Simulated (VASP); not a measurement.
Given:

```
AlTi
1.0
    2.81119     0.00000     0.00000
    0.00000     2.81119     0.00000
    0.00000     0.00000     4.04544
Ti Al
1 1
Direct
  0.00000   0.00000   0.00000
  0.50000   0.50000   0.50000
```

Calculation: r2SCAN+rVV10, VASP's PBE PAW potentials (set 64) (plane waves; VASP 6.6.1). Run with 520 eV cut-off, 14×14×10 Γ-centred mesh, tetrahedra with Blöchl corrections, potentials Ti_sv Al.

Problem. Give the energies of bands 5 to 10 at the high-symmetry points, in eV from the Fermi level.

Solution. 
```tsv
band	Γ	X	M	Z	R	A
5	-9.67	-4.93	-3.32	-8.11	-5.19	-2.64
6	-2.01	-4.86	-0.61	-5.68	-3.30	-2.45
7	-0.98	-1.81	-0.61	-0.80	-1.40	-2.45
8	-0.49	-0.27	-0.46	0.80	-1.32	2.18
9	2.39	2.08	-0.19	2.01	1.59	2.41
10	2.39	2.77	-0.19	2.01	2.13	2.64
```

It has no gap at this level: it comes out as a metal or semimetal.

The compound is TiAl in the L1_0 structure. It was relaxed first. The electron count is odd and the run is not spin-polarised, which forces a metal.
